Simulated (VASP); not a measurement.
Output of a VASP run:

File OSZICAR:
```
       N       E                     dE             d eps       ncg     rms          rms(c)
DAV:   1     0.135584678650E+02    0.13558E+02   -0.38767E+03   896   0.873E+02
DAV:   2    -0.110583026275E+02   -0.24617E+02   -0.24406E+02  1328   0.108E+02
DAV:   3    -0.113903322469E+02   -0.33203E+00   -0.33203E+00   992   0.166E+01
DAV:   4    -0.113909209228E+02   -0.58868E-03   -0.58868E-03  1384   0.753E-01
DAV:   5    -0.113909210624E+02   -0.13960E-06   -0.13960E-06   984   0.832E-03    0.472E+00
DAV:   6    -0.109124056135E+02    0.47852E+00   -0.15786E+00   928   0.634E+00    0.238E+00
DAV:   7    -0.108689994896E+02    0.43406E-01   -0.18339E-01  1296   0.258E+00    0.941E-01
DAV:   8    -0.108657503899E+02    0.32491E-02   -0.19292E-02   960   0.103E+00    0.108E-01
DAV:   9    -0.108662793760E+02   -0.52899E-03   -0.77617E-04  1200   0.216E-01    0.589E-02
DAV:  10    -0.108665854934E+02   -0.30612E-03   -0.52221E-04  1144   0.173E-01    0.177E-02
DAV:  11    -0.108665952081E+02   -0.97147E-05   -0.31778E-05  1344   0.414E-02    0.121E-02
DAV:  12    -0.108665957586E+02   -0.55049E-06   -0.40034E-06   920   0.169E-02    0.278E-03
DAV:  13    -0.108665957927E+02   -0.34087E-07   -0.65963E-08  1240   0.212E-03
   1 F= -.10866596E+02 E0= -.10866596E+02  d E =0.000000E+00
```

**OUTCAR**
```
------------------------ aborting loop because EDIFF is reached ----------------------------------------
  FORCE on cell =-STRESS in cart. coord.  units (eV):
  Direction    XX          YY          ZZ          XY          YZ          ZX
  --------------------------------------------------------------------------------------
  Total        0.0003146      0.0003146      0.0003146     -0.0000000      0.0000000      0.0000000
  in kB        0.0177914      0.0177914      0.0177914     -0.0000000      0.0000000      0.0000000
  external PRESSURE =       0.0177914 kB  Pullay stress =       0.0000000 kB
  volume of cell :       28.33
      direct lattice vectors                 reciprocal lattice vectors
     0.000000000  2.419709887  2.419709887    -0.206636342  0.206636342  0.206636342
     2.419709887  0.000000000  2.419709887     0.206636342 -0.206636342  0.206636342
     2.419709887  2.419709887  0.000000000     0.206636342  0.206636342 -0.206636342
  FREE ENERGIE OF THE ION-ELECTRON SYSTEM (eV)
  ---------------------------------------------------
  free  energy   TOTEN  =       -10.8665957927 eV

  energy  without entropy=      -10.8665957927  energy(sigma->0) =      -10.86659579

 total charge

# of ion       s       p       d       tot
------------------------------------------
    1        0.660   1.137   0.000   1.797
    2        1.171   1.631   0.082   2.884
--------------------------------------------------
tot          1.831   2.768   0.082   4.681
```
(Selected blocks of OUTCAR.)

**POSCAR**
```
BAs
1
    0.0000000000     2.4197098865     2.4197098865
    2.4197098865     0.0000000000     2.4197098865
    2.4197098865     2.4197098865     0.0000000000
B As
1 1
Direct
  0.0000000000   0.0000000000   0.0000000000
  0.2500000000   0.2500000000   0.2500000000
```

Q: Reconstruct the remaining input files.

A: One answer among several that fit: the input of the run itself, revPBE GGA, plane waves, VASP's PBE PAW potentials (set 64).

INCAR:
```
# general
SYSTEM  = BAs
PREC    = Accurate
ENCUT   = 520
LREAL   = .FALSE.
LASPH   = .TRUE.

# electronic loop
EDIFF   = 1E-7
NELM    = 100
ALGO    = Normal
LMAXMIX = 4

# smearing
ISMEAR  = -5

# functional
GGA     = RE

# ions
ISIF    = 2

# output
LWAVE   = .FALSE.
LCHARG  = .TRUE.
LORBIT  = 11
NEDOS   = 601
```

**KPOINTS**
```
K-points
0
gamma
  11 11 11
```

POTCAR, in this order: B As (PBE.64 set). Program: vasp_std.

The compound is BAs in the zinc blende structure. It was relaxed first.
